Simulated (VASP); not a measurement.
Input:

```
Ba
1.0
   -2.56791     2.56791     2.56791
    2.56791    -2.56791     2.56791
    2.56791     2.56791    -2.56791
Ba
1
Direct
  0.00000   0.00000   0.00000
```

Level of theory: MS2 meta-GGA, VASP's PBE PAW potentials (set 64) (plane waves; VASP). Run with 520 eV cut-off, 10×10×10 Γ-centred mesh, first-order Methfessel-Paxton smearing of 0.10 eV, potentials Ba_sv.

### Question
The job: Ba (bcc), 1 atom, MS2, static run, 520 eV, 10×10×10 Γ-centred mesh. Roughly how much core time does it take on a busy server core?

### Answer
About 2 core-minutes (one run on a shared machine, a rough figure). It had 47 irreducible k-points, 9 bands, up to 1878 plane waves and 23 electronic steps.

The compound is Ba in the bcc structure. This cell is one point of a volume scan, at 1.06 of the reference volume.
